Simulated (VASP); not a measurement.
Calculation: r2SCAN meta-GGA, VASP's PBE PAW potentials (set 64) (plane waves; VASP 6.6.1).

The input files of a VASP run:

File KPOINTS_OPT:
```
k-points along high-symmetry lines
10
Line-mode
Reciprocal
  0.000000   0.000000   0.000000 ! GAMMA
  0.500000  -0.500000   0.500000 ! H

  0.500000  -0.500000   0.500000 ! H
  0.000000  -0.000000   0.500000 ! N

  0.000000  -0.000000   0.500000 ! N
  0.000000   0.000000   0.000000 ! GAMMA

  0.000000   0.000000   0.000000 ! GAMMA
  0.250000   0.250000   0.250000 ! P

  0.250000   0.250000   0.250000 ! P
  0.500000  -0.500000   0.500000 ! H

  0.250000   0.250000   0.250000 ! P
  0.000000  -0.000000   0.500000 ! N
```

INCAR:
```
ALGO = Normal
EDIFF = 1E-7
ENCUT = 520
ISIF = 2
ISMEAR = -5
LASPH = .TRUE.
LCHARG = .FALSE.
LMIXTAU = .TRUE.
LORBIT = 11
LREAL = .FALSE.
LWAVE = .FALSE.
METAGGA = R2SCAN
NEDOS = 601
NELM = 100
PREC = Accurate
SYSTEM = Li
```

KPOINTS:
```
Regular mesh
0
Gamma
 17 17 17
```

File POSCAR:
```
Li
1
   -1.7281284338     1.7281284338     1.7281284338
    1.7281284338    -1.7281284338     1.7281284338
    1.7281284338     1.7281284338    -1.7281284338
Li
1
Direct
  0.0000000000   0.0000000000   0.0000000000
```

POTCAR, in this order: Li_sv (PBE.64 set). Program: vasp_std.

The resulting files:

OUTCAR:
```
 ion  position               nearest neighbor table
   1  0.000  0.000  0.000-
  LATTYP: Found a body centered cubic cell.
 ALAT       =     3.4562568676
 Subroutine PRICEL returns:
 Original cell was already a primitive cell.
 Subroutine GETGRP returns: Found 48 space group operations
The static configuration has the point symmetry O_h .
The dynamic configuration has the point symmetry O_h .
 Subroutine INISYM returns: Found 48 space group operations
 Subroutine IBZKPT returns following result:
 Found    165 irreducible k-points:

 Following reciprocal coordinates:
            Coordinates               Weight
  0.000000  0.000000  0.000000      1.000000
  0.058824  0.000000  0.000000     12.000000
  0.117647  0.000000  0.000000     12.000000
  0.176471  0.000000  0.000000     12.000000
  0.235294  0.000000  0.000000     12.000000
  0.294118  0.000000  0.000000     12.000000
  0.352941  0.000000  0.000000     12.000000
  0.411765  0.000000  0.000000     12.000000
  0.470588  0.000000  0.000000     12.000000
  0.058824  0.058824  0.000000     24.000000
  0.117647  0.058824  0.000000     48.000000
  0.176471  0.058824  0.000000     48.000000
  0.235294  0.058824 -0.000000     48.000000
  0.294118  0.058824  0.000000     48.000000
  0.352941  0.058824  0.000000     48.000000
  0.411765  0.058824  0.000000     48.000000
  0.470588  0.058824  0.000000     24.000000
  0.117647  0.117647  0.000000     24.000000
  0.176471  0.117647  0.000000     48.000000
  0.235294  0.117647  0.000000     48.000000
  0.294118  0.117647 -0.000000     48.000000
  0.352941  0.117647 -0.000000     48.000000
  0.411765  0.117647  0.000000     48.000000
  0.176471  0.176471  0.000000     24.000000
  0.235294  0.176471  0.000000     48.000000
...
```

### OSZICAR
```
       N       E                     dE             d eps       ncg     rms          rms(c)
DAV:   1     0.239782620940E+00    0.23978E+00   -0.69927E+02  1660   0.422E+02
DAV:   2    -0.250981049586E+01   -0.27496E+01   -0.26166E+01  2315   0.661E+01
DAV:   3    -0.265702602124E+01   -0.14722E+00   -0.14697E+00  2055   0.105E+01
DAV:   4    -0.266012081302E+01   -0.30948E-02   -0.30860E-02  2135   0.158E+00
DAV:   5    -0.266014888641E+01   -0.28073E-04   -0.28072E-04  2135   0.137E-01    0.131E-01
DAV:   6    -0.224642285434E+01    0.41373E+00   -0.16450E-01  2395   0.283E+00    0.342E-01
DAV:   7    -0.224335722109E+01    0.30656E-02   -0.13699E-02  2245   0.144E+00    0.256E-01
DAV:   8    -0.235824680477E+01   -0.11489E+00   -0.35823E-02  1945   0.246E+00    0.459E-02
DAV:   9    -0.238181080501E+01   -0.23564E-01   -0.12738E-02  1780   0.186E+00    0.257E-02
DAV:  10    -0.237758396816E+01    0.42268E-02   -0.23756E-03  1650   0.785E-01    0.248E-02
DAV:  11    -0.238113144847E+01   -0.35475E-02   -0.13365E-03  1660   0.622E-01    0.589E-03
DAV:  12    -0.238034226265E+01    0.78919E-03   -0.48766E-04  1765   0.347E-01    0.316E-03
DAV:  13    -0.238038911912E+01   -0.46856E-04   -0.12225E-04  1670   0.183E-01    0.242E-03
DAV:  14    -0.238042333257E+01   -0.34213E-04   -0.42946E-06  2210   0.210E-02    0.681E-04
DAV:  15    -0.238045423236E+01   -0.30900E-04   -0.62583E-06  1660   0.312E-02    0.331E-04
DAV:  16    -0.238044638258E+01    0.78498E-05   -0.76545E-07  1680   0.937E-03    0.474E-04
DAV:  17    -0.238044851188E+01   -0.21293E-05   -0.31476E-08  2060   0.223E-03    0.363E-04
DAV:  18    -0.238047444481E+01   -0.25933E-04   -0.11064E-06  1785   0.107E-02    0.297E-04
DAV:  19    -0.238046304350E+01    0.11401E-04   -0.22505E-07  1710   0.712E-03    0.282E-04
DAV:  20    -0.238046289473E+01    0.14877E-06   -0.96783E-09   890   0.115E-03    0.234E-04
DAV:  21    -0.238046347321E+01   -0.57847E-06   -0.19656E-09   855   0.481E-04    0.173E-04
DAV:  22    -0.238046470325E+01   -0.12300E-05   -0.33693E-09   840   0.731E-04    0.625E-05
DAV:  23    -0.238046528839E+01   -0.58513E-06   -0.16623E-09   840   0.414E-04    0.368E-05
DAV:  24    -0.238046540306E+01   -0.11467E-06   -0.67538E-10   825   0.200E-04    0.342E-05
DAV:  25    -0.238046563202E+01   -0.22897E-06   -0.40536E-10   825   0.162E-04    0.227E-05
DAV:  26    -0.238046589049E+01   -0.25847E-06   -0.35076E-10   825   0.155E-04    0.109E-05
DAV:  27    -0.238046602667E+01   -0.13618E-06   -0.25735E-10   825   0.143E-04    0.225E-06
DAV:  28    -0.238046602127E+01    0.53975E-08   -0.10221E-10   825   0.974E-05
   1 F= -.23804660E+01 E0= -.23804660E+01  d E =0.000000E+00
       N       E                     dE             ncg
```

### OUTCAR
```
------------------------ aborting loop because EDIFF is reached ----------------------------------------
  FORCE on cell =-STRESS in cart. coord.  units (eV):
  Direction    XX          YY          ZZ          XY          YZ          ZX
  --------------------------------------------------------------------------------------
  Total       -0.0042937     -0.0042937     -0.0042937     -0.0000000     -0.0000000      0.0000000
  in kB       -0.3332376     -0.3332376     -0.3332376     -0.0000000     -0.0000000      0.0000000
  external PRESSURE =      -0.3332376 kB  Pullay stress =       0.0000000 kB
  volume of cell :       20.64
      direct lattice vectors                 reciprocal lattice vectors
    -1.728128434  1.728128434  1.728128434     0.000000000  0.289330347  0.289330347
     1.728128434 -1.728128434  1.728128434     0.289330347  0.000000000  0.289330347
     1.728128434  1.728128434 -1.728128434     0.289330347  0.289330347  0.000000000
 POSITION                                       TOTAL-FORCE (eV/Angst)
 -----------------------------------------------------------------------------------
      0.00000      0.00000      0.00000         0.000000      0.000000      0.000000
 -----------------------------------------------------------------------------------
    total drift:                               -0.000000      0.000000     -0.000000
  FREE ENERGIE OF THE ION-ELECTRON SYSTEM (eV)
  ---------------------------------------------------
  free  energy   TOTEN  =        -2.3804660213 eV

  energy  without entropy=       -2.3804660213  energy(sigma->0) =       -2.38046602

 total charge

# of ion       s       p       d       tot
------------------------------------------
    1        2.030   0.016   0.000   2.047
```
(Selected blocks of OUTCAR.)

For a metal the tetrahedron method with Blöchl corrections gives inexact stress and forces.

The compound is Li in the bcc structure. It was relaxed first.
